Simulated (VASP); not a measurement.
All values below come from PBEsol GGA, VASP's PBE PAW potentials (set 64) (plane waves; VASP 6.6.1).

VASP input:

INCAR:
```
# general
SYSTEM  = Te2Au
PREC    = Accurate
ENCUT   = 530   # plane-wave cut-off (eV)
LREAL   = .FALSE.
LASPH   = .TRUE.   # aspherical one-centre terms

# electronic loop
EDIFF   = 1E-7   # SCF stop (eV)
NELM    = 100
ALGO    = Normal   # blocked Davidson
LMAXMIX = 6   # l cut-off of mixed one-centre charges

# smearing
ISMEAR  = 1
SIGMA   = 0.1   # width (eV)

# functional
GGA     = PS   # PBEsol

# ions
IBRION  = 6
NSW     = 1   # most ionic steps
ISIF    = 3   # ions, shape and volume
POTIM   = 0.015
NFREE   = 2

# output
LWAVE   = .FALSE.
LCHARG  = .FALSE.
```

**POSCAR**
```
Te2Au
1.0
  2.0825244469   3.5936691537  -0.0064670222
  2.0825244469  -3.5936691537   0.0064670222
  0.0000000000   0.0070464984  -5.0900637438
Te Au
2 1
Cart
  2.0825244469  -1.2460860413  -3.6173934058
  2.0825244469   1.2531325397  -1.4726703380
  2.0825244469  -3.5936691537   0.0064670222
```

File KPOINTS:
```
Automatic mesh
0
gamma
8 8 6
0 0 0
```

POTCAR, in this order: Te Au (PBE.64 set). Program: vasp_std.

What VASP printed:

### OSZICAR
```
...
DAV:   4    -0.112762306843E+02   -0.25578E-04   -0.63692E-06  4351   0.180E-02    0.270E-03
DAV:   5    -0.112762316324E+02   -0.94809E-06   -0.50309E-07  3840   0.464E-03    0.174E-03
DAV:   6    -0.112762323341E+02   -0.70169E-06   -0.45003E-08  1955   0.148E-03    0.775E-04
DAV:   7    -0.112762325406E+02   -0.20649E-06   -0.13384E-08  1808   0.796E-04    0.309E-04
DAV:   8    -0.112762326669E+02   -0.12637E-06   -0.27012E-09  1766   0.373E-04    0.819E-05
DAV:   9    -0.112762327417E+02   -0.74723E-07   -0.92546E-10  1759   0.205E-04
  16 F= -.11276233E+02 E0= -.11275739E+02  d E =-.148183E-02
       N       E                     dE             d eps       ncg     rms          rms(c)
DAV:   1    -0.112751761071E+02    0.10566E-02   -0.40861E-01  3427   0.358E+00    0.207E-01
DAV:   2    -0.112761422127E+02   -0.96611E-03   -0.11077E-02  4113   0.661E-01    0.710E-02
DAV:   3    -0.112761441685E+02   -0.19558E-05   -0.86289E-05  3903   0.719E-02    0.403E-02
DAV:   4    -0.112761447232E+02   -0.55467E-06   -0.78702E-06  4331   0.219E-02    0.747E-03
DAV:   5    -0.112761447171E+02    0.60295E-08   -0.45341E-07  3945   0.539E-03
  17 F= -.11276145E+02 E0= -.11275945E+02  d E =-.598165E-03
       N       E                     dE             d eps       ncg     rms          rms(c)
DAV:   1    -0.112756065637E+02    0.53816E-03   -0.20199E-01  3420   0.253E+00    0.161E-01
DAV:   2    -0.112760628117E+02   -0.45625E-03   -0.57539E-03  4190   0.490E-01    0.925E-02
DAV:   3    -0.112760609905E+02    0.18211E-05   -0.78608E-05  3749   0.843E-02    0.553E-02
DAV:   4    -0.112760593663E+02    0.16242E-05   -0.59364E-06  4443   0.213E-02    0.203E-02
DAV:   5    -0.112760589529E+02    0.41339E-06   -0.81497E-07  3868   0.696E-03    0.315E-03
DAV:   6    -0.112760588980E+02    0.54911E-07   -0.91650E-08  1983   0.234E-03
  18 F= -.11276059E+02 E0= -.11275783E+02  d E =-.827758E-03
       N       E                     dE             d eps       ncg     rms          rms(c)
DAV:   1    -0.112746440571E+02    0.14149E-02   -0.39879E-01  3420   0.358E+00    0.267E-01
DAV:   2    -0.112755647090E+02   -0.92065E-03   -0.12619E-02  4211   0.754E-01    0.160E-01
DAV:   3    -0.112755664587E+02   -0.17496E-05   -0.23769E-04  3707   0.154E-01    0.964E-02
DAV:   4    -0.112755665975E+02   -0.13887E-06   -0.11746E-05  4449   0.275E-02    0.374E-02
DAV:   5    -0.112755671717E+02   -0.57415E-06   -0.31291E-06  3889   0.176E-02    0.516E-03
DAV:   6    -0.112755672196E+02   -0.47879E-07   -0.27523E-07  3046   0.452E-03
  19 F= -.11275567E+02 E0= -.11275151E+02  d E =-.124881E-02
       N       E                     dE             d eps       ncg     rms          rms(c)
DAV:   1    -0.112742439469E+02    0.13232E-02   -0.15320E+00  3420   0.754E+00    0.205E-01
DAV:   2    -0.112760045936E+02   -0.17606E-02   -0.18285E-02  4232   0.114E+00    0.999E-02
DAV:   3    -0.112758974148E+02    0.10718E-03   -0.35315E-04  3973   0.146E-01    0.697E-02
DAV:   4    -0.112758449761E+02    0.52439E-04   -0.19754E-04  4141   0.859E-02    0.210E-02
DAV:   5    -0.112758445560E+02    0.42015E-06   -0.87845E-06  4001   0.206E-02    0.728E-03
DAV:   6    -0.112758442589E+02    0.29710E-06   -0.21872E-06  4008   0.949E-03    0.283E-03
DAV:   7    -0.112758444233E+02   -0.16441E-06   -0.28606E-07  2736   0.323E-03    0.540E-04
DAV:   8    -0.112758444906E+02   -0.67272E-07   -0.52182E-08  1759   0.138E-03
  20 F= -.11275844E+02 E0= -.11275493E+02  d E =-.105329E-02
       N       E                     dE             d eps       ncg     rms          rms(c)
DAV:   1    -0.112710829195E+02    0.47615E-02   -0.57445E+00  3420   0.144E+01    0.250E-01
DAV:   2    -0.112764602362E+02   -0.53773E-02   -0.54056E-02  3714   0.194E+00    0.138E-01
DAV:   3    -0.112761833365E+02    0.27690E-03   -0.96172E-04  4071   0.241E-01    0.107E-01
DAV:   4    -0.112758439590E+02    0.33938E-03   -0.14947E-03  4015   0.231E-01    0.226E-02
DAV:   5    -0.112758444819E+02   -0.52290E-06   -0.29318E-05  3637   0.401E-02    0.133E-02
DAV:   6    -0.112758448794E+02   -0.39756E-06   -0.66700E-06  4043   0.164E-02    0.588E-03
DAV:   7    -0.112758446456E+02    0.23387E-06   -0.13403E-06  3651   0.800E-03    0.101E-03
DAV:   8    -0.112758446607E+02   -0.15135E-07   -0.15259E-07  1974   0.243E-03
  21 F= -.11275845E+02 E0= -.11275494E+02  d E =-.105326E-02
       N       E                     dE             d eps       ncg     rms          rms(c)
DAV:   1    -0.112732967421E+02    0.25479E-02   -0.28752E+00  3420   0.102E+01    0.162E-01
DAV:   2    -0.112758805564E+02   -0.25838E-02   -0.26103E-02  3707   0.137E+00    0.822E-02
DAV:   3    -0.112757690682E+02    0.11149E-03   -0.46330E-04  4043   0.169E-01    0.574E-02
DAV:   4    -0.112756546125E+02    0.11446E-03   -0.49558E-04  3889   0.134E-01    0.136E-02
DAV:   5    -0.112756487272E+02    0.58853E-05   -0.19159E-05  3756   0.301E-02    0.749E-03
DAV:   6    -0.112756458202E+02    0.29070E-05   -0.72407E-06  4246   0.160E-02    0.289E-03
DAV:   7    -0.112756447288E+02    0.10914E-05   -0.11862E-06  4155   0.672E-03    0.599E-04
DAV:   8    -0.112756446311E+02    0.97730E-07   -0.64816E-08  1787   0.169E-03
  22 F= -.11275645E+02 E0= -.11275291E+02  d E =-.106129E-02
       N       E                     dE             d eps       ncg     rms          rms(c)
DAV:   1    -0.112708053577E+02    0.48394E-02   -0.57244E+00  3420   0.144E+01    0.281E-01
DAV:   2    -0.112761968382E+02   -0.53915E-02   -0.53929E-02  3658   0.194E+00    0.133E-01
DAV:   3    -0.112759135432E+02    0.28330E-03   -0.10181E-03  4064   0.247E-01    0.983E-02
DAV:   4    -0.112756447414E+02    0.26880E-03   -0.12021E-03  3938   0.209E-01    0.219E-02
DAV:   5    -0.112756448336E+02   -0.92252E-07   -0.25642E-05  3651   0.374E-02    0.118E-02
DAV:   6    -0.112756447978E+02    0.35854E-07   -0.73294E-06  4001   0.170E-02    0.631E-03
DAV:   7    -0.112756445660E+02    0.23178E-06   -0.96088E-07  3630   0.721E-03    0.990E-04
DAV:   8    -0.112756445621E+02    0.38669E-08   -0.30797E-07  3210   0.323E-03
  23 F= -.11275645E+02 E0= -.11275291E+02  d E =-.106130E-02
       N       E                     dE             d eps       ncg     rms          rms(c)
DAV:   1    -0.112734389315E+02    0.22056E-02   -0.28627E+00  3420   0.101E+01    0.242E-01
DAV:   2    -0.112760815626E+02   -0.26426E-02   -0.26674E-02  3749   0.138E+00    0.954E-02
DAV:   3    -0.112759111409E+02    0.17042E-03   -0.56683E-04  4127   0.181E-01    0.692E-02
DAV:   4    -0.112758132466E+02    0.97894E-04   -0.52176E-04  3945   0.137E-01    0.188E-02
DAV:   5    -0.112758112849E+02    0.19618E-05   -0.15205E-05  3658   0.271E-02    0.734E-03
DAV:   6    -0.112758109553E+02    0.32952E-06   -0.54298E-06  4085   0.140E-02    0.445E-03
DAV:   7    -0.112758108204E+02    0.13498E-06   -0.55709E-07  3546   0.527E-03    0.771E-04
DAV:   8    -0.112758108212E+02   -0.85652E-09   -0.77721E-08  1787   0.176E-03
  24 F= -.11275811E+02 E0= -.11275460E+02  d E =-.105369E-02
       N       E                     dE             d eps       ncg     rms          rms(c)
DAV:   1    -0.112710382620E+02    0.47726E-02   -0.57572E+00  3420   0.144E+01    0.436E-01
DAV:   2    -0.112764681787E+02   -0.54299E-02   -0.55669E-02  3945   0.198E+00    0.150E-01
DAV:   3    -0.112760099901E+02    0.45819E-03   -0.14002E-03  4078   0.275E-01    0.106E-01
DAV:   4    -0.112758162192E+02    0.19377E-03   -0.10164E-03  3980   0.191E-01    0.343E-02
DAV:   5    -0.112758114116E+02    0.48076E-05   -0.32343E-05  3742   0.386E-02    0.140E-02
DAV:   6    -0.112758109564E+02    0.45516E-06   -0.68841E-06  4176   0.160E-02    0.589E-03
DAV:   7    -0.112758108219E+02    0.13449E-06   -0.76746E-07  3623   0.613E-03    0.119E-03
DAV:   8    -0.112758108235E+02   -0.15496E-08   -0.10938E-07  1878   0.201E-03
  25 F= -.11275811E+02 E0= -.11275460E+02  d E =-.105370E-02
```

OUTCAR:
```
------------------------ aborting loop because EDIFF is reached ----------------------------------------
  FORCE on cell =-STRESS in cart. coord.  units (eV):
  Direction    XX          YY          ZZ          XY          YZ          ZX
  --------------------------------------------------------------------------------------
  Total       -0.0099938      0.0120465      0.0163805      0.0000000      0.0130145      0.0000000
  in kB       -0.2101648      0.2533321      0.3444758      0.0000000      0.2736897      0.0000000
  external PRESSURE =       0.1292144 kB  Pullay stress =       0.0000000 kB
  volume of cell :       76.19
      direct lattice vectors                 reciprocal lattice vectors
     2.082524447  3.593669154 -0.006467022     0.240093220  0.139133911  0.000192612
     2.082524447 -3.593669154  0.006467022     0.240093220 -0.139133911 -0.000192612
     0.000000000  0.007046498 -5.090063744     0.000000000 -0.000353545 -0.196461683
 POSITION                                       TOTAL-FORCE (eV/Angst)
 -----------------------------------------------------------------------------------
      2.08252     -1.24609     -3.61739         0.000000     -0.004761     -0.029385
      2.08252      1.25313     -1.47267         0.000000     -0.009389     -0.063556
      0.00000     -0.00000     -0.01500         0.000000      0.014150      0.092941
 -----------------------------------------------------------------------------------
    total drift:                                0.000000      0.000004     -0.000235
  FREE ENERGIE OF THE ION-ELECTRON SYSTEM (eV)
  ---------------------------------------------------
  free  energy   TOTEN  =       -11.2758108235 eV

  energy  without entropy=      -11.2747571284  energy(sigma->0) =      -11.27545959

   1 f  =    4.231505 THz    26.587331 2PiTHz  141.147817 cm-1    17.500091 meV
             X         Y         Z           dx          dy          dz
      2.082524 -1.246086 -3.617393    -0.000000   -0.076017   -0.703009
      2.082524  1.253133 -1.472670    -0.000000    0.076017    0.703009
      0.000000  0.000000  0.000000     0.000000    0.000000    0.000000

   2 f  =    4.227747 THz    26.563718 2PiTHz  141.022459 cm-1    17.484549 meV
             X         Y         Z           dx          dy          dz
      2.082524 -1.246086 -3.617393     0.000000   -0.419567   -0.204359
      2.082524  1.253133 -1.472670     0.000000   -0.419567   -0.204359
      0.000000  0.000000  0.000000    -0.000000    0.675479    0.328833

   3 f  =    3.600114 THz    22.620184 2PiTHz  120.086881 cm-1    14.888869 meV
             X         Y         Z           dx          dy          dz
      2.082524 -1.246086 -3.617393     0.466742   -0.000000    0.000000
      2.082524  1.253133 -1.472670     0.466742   -0.000000    0.000000
      0.000000  0.000000  0.000000    -0.751201    0.000000   -0.000000

   4 f  =    3.552388 THz    22.320315 2PiTHz  118.494924 cm-1    14.691492 meV
             X         Y         Z           dx          dy          dz
      2.082524 -1.246086 -3.617393    -0.000000   -0.204361    0.419763
      2.082524  1.253133 -1.472670    -0.000000   -0.204361    0.419763
      0.000000  0.000000  0.000000     0.000000    0.328831   -0.675235

   5 f  =    1.833636 THz    11.521077 2PiTHz   61.163525 cm-1     7.583307 meV
             X         Y         Z           dx          dy          dz
      2.082524 -1.246086 -3.617393     0.000000   -0.703009    0.076017
      2.082524  1.253133 -1.472670    -0.000000    0.703009   -0.076017
      0.000000  0.000000  0.000000     0.000000    0.000000   -0.000000

   6 f  =    0.853153 THz     5.360519 2PiTHz   28.458126 cm-1     3.528356 meV
             X         Y         Z           dx          dy          dz
      2.082524 -1.246086 -3.617393     0.707107    0.000000   -0.000000
      2.082524  1.253133 -1.472670    -0.707107    0.000000    0.000000
      0.000000  0.000000  0.000000     0.000000    0.000000    0.000000

   7 f/i=    0.000100 THz     0.000630 2PiTHz    0.003347 cm-1     0.000415 meV
             X         Y         Z           dx          dy          dz
      2.082524 -1.246086 -3.617393     0.000000    0.505438    0.163529
      2.082524  1.253133 -1.472670     0.000000    0.505438    0.163529
      0.000000  0.000000  0.000000     0.000000    0.627936    0.203171

   8 f/i=    0.000332 THz     0.002085 2PiTHz    0.011069 cm-1     0.001372 meV
             X         Y         Z           dx          dy          dz
      2.082524 -1.246086 -3.617393    -0.531179    0.000000    0.000000
      2.082524  1.253133 -1.472670    -0.531179    0.000000    0.000000
      0.000000  0.000000  0.000000    -0.660073    0.000000    0.000000

   9 f/i=    0.001248 THz     0.007842 2PiTHz    0.041633 cm-1     0.005162 meV
             X         Y         Z           dx          dy          dz
      2.082524 -1.246086 -3.617393    -0.000000    0.163504   -0.505267
      2.082524  1.253133 -1.472670    -0.000000    0.163504   -0.505267
      0.000000  0.000000  0.000000    -0.000000    0.203212   -0.628210

 ELASTIC MODULI CONTR FROM IONIC RELAXATION (kBar)
 Direction    XX          YY          ZZ          XY          YZ          ZX
 --------------------------------------------------------------------------------
 XX         -74.6128    -97.0867    -45.5377     -0.0000    -28.5811      0.0000
 YY         -97.0867   -139.1580    -78.0274     -0.0000    -39.2369      0.0000
 ZZ         -45.5377    -78.0274    -55.2668     -0.0000    -20.4392      0.0000
 XY          -0.0000     -0.0000     -0.0000    -77.3083     -0.0000     27.9089
 YZ         -28.5811    -39.2369    -20.4392     -0.0000    -11.2749      0.0000
 ZX           0.0000      0.0000      0.0000     27.9089      0.0000    -10.0753
 --------------------------------------------------------------------------------

 TOTAL ELASTIC MODULI (kBar)
 Direction    XX          YY          ZZ          XY          YZ          ZX
 --------------------------------------------------------------------------------
 XX        1091.0580    556.6298    663.1023     -0.0000   -157.8514      0.0000
 YY         556.6298   1280.0391    630.4690     -0.0000    171.9011      0.0000
 ZZ         663.1023    630.4690    958.6254     -0.0000     13.7100      0.0000
 XY          -0.0000     -0.0000     -0.0000    160.9255     -0.0000     -6.1709
 YZ        -157.8514    171.9011     13.7100     -0.0000    381.3113      0.0000
 ZX           0.0000      0.0000      0.0000     -6.1709      0.0000    258.8079
 --------------------------------------------------------------------------------
```
(Selected blocks of OUTCAR.)

Tensors are in the Cartesian frame of the cell as typed. Finite-difference elastic constants of metals are sensitive to mesh and smearing; shear constants can be off by tens of GPa.

The compound is Te2Au in the sg12 structure. It was relaxed first, which changed the volume by -5 %. The electron count is odd and the run is not spin-polarised, which forces a metal.
